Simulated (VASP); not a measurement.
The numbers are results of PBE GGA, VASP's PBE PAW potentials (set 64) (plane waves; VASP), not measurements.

The input files of a VASP run:

**INCAR**
```
SYSTEM = Tl
PREC = Accurate
ENCUT = 480
EDIFF = 1E-6
NELM = 100
ALGO = Normal
LREAL = .FALSE.
LASPH = .TRUE.
ISMEAR = 1
SIGMA = 0.1
GGA = PE
LMAXMIX = 4
LWAVE = .FALSE.
LCHARG = .FALSE.
IBRION = 2
ISIF = 3
NSW = 60
EDIFFG = -0.01
```

### POSCAR
```
Tl
1
    3.5950283591    -0.0000000000    -0.0000000000
   -1.7975141795     3.1133860014     0.0000000000
    0.0000000000    -0.0000000000     5.6302379925
Tl
2
Direct
  0.6666670000   0.3333330000   0.7500000000
  0.3333330000   0.6666670000   0.2500000000
```

KPOINTS:
```
Automatic mesh
0
Gamma
11 11 6
0 0 0
```

POTCAR, in this order: Tl_d (PBE.64 set). Program: vasp_std.

Output of the run:

**OSZICAR**
```
       N       E                     dE             d eps       ncg     rms          rms(c)
DAV:   1     0.120421442967E+03    0.12042E+03   -0.13714E+04  2184   0.134E+03
DAV:   2    -0.242829207709E+01   -0.12285E+03   -0.12127E+03  2381   0.281E+02
DAV:   3    -0.448701345681E+01   -0.20587E+01   -0.20462E+01  2537   0.326E+01
DAV:   4    -0.450001709749E+01   -0.13004E-01   -0.13003E-01  2408   0.265E+00
DAV:   5    -0.450018325841E+01   -0.16616E-03   -0.16616E-03  2506   0.303E-01    0.226E+00
DAV:   6    -0.446508068995E+01    0.35103E-01   -0.70847E-02  2292   0.219E+00    0.163E+00
DAV:   7    -0.445925918465E+01    0.58215E-02   -0.28662E-02  2271   0.139E+00    0.645E-01
DAV:   8    -0.445894981070E+01    0.30937E-03   -0.17123E-03  2282   0.341E-01    0.333E-02
DAV:   9    -0.445895675662E+01   -0.69459E-05   -0.13538E-05  2624   0.338E-02    0.121E-02
DAV:  10    -0.445896292274E+01   -0.61661E-05   -0.58849E-06  1773   0.221E-02    0.108E-03
DAV:  11    -0.445896307321E+01   -0.15047E-06   -0.29648E-07  1185   0.521E-03
   1 F= -.44589631E+01 E0= -.44582631E+01  d E =-.445896E+01
       N       E                     dE             d eps       ncg     rms          rms(c)
DAV:   1    -0.445945959036E+01   -0.49667E-03   -0.97773E-03  2201   0.866E-01    0.125E-01
DAV:   2    -0.445903988977E+01    0.41970E-03   -0.90295E-04  2235   0.252E-01    0.411E-02
DAV:   3    -0.445897991301E+01    0.59977E-04   -0.18932E-04  2224   0.118E-01    0.301E-02
DAV:   4    -0.445897958041E+01    0.33259E-06   -0.11236E-05  2228   0.250E-02    0.286E-03
DAV:   5    -0.445897915902E+01    0.42139E-06   -0.20604E-06  1207   0.125E-02
   2 F= -.44589792E+01 E0= -.44582892E+01  d E =-.160858E-04
```

### OUTCAR
```
------------------------ aborting loop because EDIFF is reached ----------------------------------------
  FORCE on cell =-STRESS in cart. coord.  units (eV):
  Direction    XX          YY          ZZ          XY          YZ          ZX
  --------------------------------------------------------------------------------------
  Total       -0.0051504     -0.0051504      0.0104989     -0.0000000     -0.0000000      0.0000000
  in kB       -0.1311048     -0.1311048      0.2672530     -0.0000000     -0.0000000      0.0000000
  external PRESSURE =       0.0016811 kB  Pullay stress =       0.0000000 kB
  volume of cell :       62.94
      direct lattice vectors                 reciprocal lattice vectors
     3.592993255 -0.000000000  0.000000000     0.278319476  0.160687818  0.000000000
    -1.796496628  3.111623550  0.000000000     0.000000000  0.321375637  0.000000000
     0.000000000 -0.000000000  5.629714682    -0.000000000 -0.000000000  0.177628895
 POSITION                                       TOTAL-FORCE (eV/Angst)
 -----------------------------------------------------------------------------------
      1.79650      1.03721      4.22229         0.000000     -0.000000      0.000000
     -0.00000      2.07442      1.40743        -0.000000      0.000000      0.000000
 -----------------------------------------------------------------------------------
    total drift:                               -0.000983      0.000568     -0.000274
  FREE ENERGIE OF THE ION-ELECTRON SYSTEM (eV)
  ---------------------------------------------------
  free  energy   TOTEN  =        -4.4589791590 eV

  energy  without entropy=       -4.4569093035  energy(sigma->0) =       -4.45828921

 reached required accuracy - stopping structural energy minimisation
```
(Selected blocks of OUTCAR.)

CONTCAR:
```
Tl
   1.00000000000000
     3.5929932554122885   -0.0000000000000327    0.0000000000000000
    -1.7964966276562009    3.1116235497116631    0.0000000000000000
     0.0000000000000000   -0.0000000000000000    5.6297146818766715
  Tl
     2
Direct
     0.6666669999999968    0.3333330000000032    0.7500000000000000
     0.3333330000000032    0.6666669999999968    0.2500000000000000
```

The compound is Tl in the hcp structure. This run relaxes it. Symmetry was kept, so distortions that lower it aren't found. The start is the result of an earlier pass.
